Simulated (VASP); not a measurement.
Given:

```
CELL_PARAMETERS angstrom
      3.99731     0.00000     0.00000
      0.00000     3.99731     0.00000
      0.00000     0.00000     4.22462
ATOMIC_POSITIONS crystal
  Ba 0.00000 0.00000 0.01078
  Ti 0.50000 0.50000 0.52974
  O  0.50000 0.50000 0.95950
  O  0.00000 0.50000 0.48198
  O  0.50000 0.00000 0.48198
```

Level of theory: PBE GGA, VASP's PBE PAW potentials (set 64) (plane waves; VASP 6.6.1). Run with 520 eV cut-off, Gaussian smearing of 0.050 eV, potentials Ba_sv Ti_sv O.

Unless said otherwise, spin-orbit coupling is left out, though it shifts the bands of the heavy elements here.

### Question
Give the energies of bands 12 to 23 at the high-symmetry points, in eV from the valence-band maximum.

### Answer

| band | Γ | X | M | Z | R | A |
|---|---|---|---|---|---|---|
| 12 | -2.60 | -4.04 | -4.38 | -3.99 | -4.24 | -4.47 |
| 13 | -2.47 | -2.89 | -4.08 | -2.83 | -4.10 | -3.80 |
| 14 | -2.47 | -2.88 | -3.81 | -2.83 | -3.74 | -3.73 |
| 15 | -1.75 | -2.71 | -2.98 | -2.18 | -3.00 | -2.77 |
| 16 | -1.75 | -1.97 | -2.98 | -2.18 | -2.59 | -2.65 |
| 17 | -1.32 | -1.96 | -2.07 | -2.07 | -1.87 | -2.65 |
| 18 | -0.97 | -1.71 | -1.18 | -1.97 | -1.20 | -0.48 |
| 19 | -0.57 | -1.60 | -1.18 | -0.74 | -1.11 | -0.48 |
| 20 | -0.57 | -1.36 | -0.06 | -0.74 | -0.54 | 0.00 |
| 21 | 1.76 | 2.48 | 3.51 | 1.88 | 3.38 | 3.88 |
| 22 | 2.40 | 3.37 | 3.51 | 3.37 | 3.42 | 3.88 |
| 23 | 2.40 | 3.48 | 3.84 | 3.37 | 3.65 | 4.00 |

The gap is indirect, 1.77 eV, from the valence maximum at A to the conduction minimum at Γ.

The compound is BaTiO3 in the tetragonal perovskite structure. It was relaxed first.
